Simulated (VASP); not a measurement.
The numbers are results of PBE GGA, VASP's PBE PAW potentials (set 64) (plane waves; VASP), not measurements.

Input for VASP

KPOINTS:
```
K-points
0
G
 13 13 13
0 0 0
```

**INCAR**
```
SYSTEM=AlN
PREC=Accurate; ENCUT=520; LREAL=.False.
LASPH=.True.; NBANDS=24
EDIFF=1E-7; NELM=100; ALGO=Normal
ISMEAR=0; SIGMA=0.01
GGA=PE
LWAVE=.False.; LCHARG=.False.; NEDOS=1001
LOPTICS=.True.; CSHIFT=0.1
```

File POSCAR:
```
AlN
1
   -0.0000000000     2.2005493169     2.2005493169
    2.2005493169     0.0000000000     2.2005493169
    2.2005493169     2.2005493169    -0.0000000000
Al N
1 1
Direct
  0.0000000000   0.0000000000   0.0000000000
  0.2500000000   0.2500000000   0.2500000000
```

POTCAR, in this order: Al N (PBE.64 set). Program: vasp_std.

Task: What does the run give for the energy per atom (σ→0)?

Result: 
```json
{
 "energy per atom (σ→0)": "-7.424 eV/atom"
}
```

File OSZICAR:
```
...
DAV:   8    -0.148494702115E+02    0.54700E-02   -0.28893E-02  5312   0.790E-01    0.734E-01
DAV:   9    -0.148473983079E+02    0.20719E-02   -0.43363E-03  4992   0.221E-01    0.245E-01
DAV:  10    -0.148474351100E+02   -0.36802E-04   -0.29376E-04  5192   0.724E-02    0.264E-02
DAV:  11    -0.148474454801E+02   -0.10370E-04   -0.88719E-06  5304   0.122E-02    0.175E-02
DAV:  12    -0.148474450964E+02    0.38368E-06   -0.27004E-07  5448   0.283E-03    0.356E-03
DAV:  13    -0.148474450000E+02    0.96376E-07   -0.14130E-07  3872   0.122E-03
   1 F= -.14847445E+02 E0= -.14847445E+02  d E =-.422514E-43
 imaginary and real dielectric function
```

The compound is AlN in the zinc blende structure, a metastable form; wurtzite is the usual one. It was relaxed first.
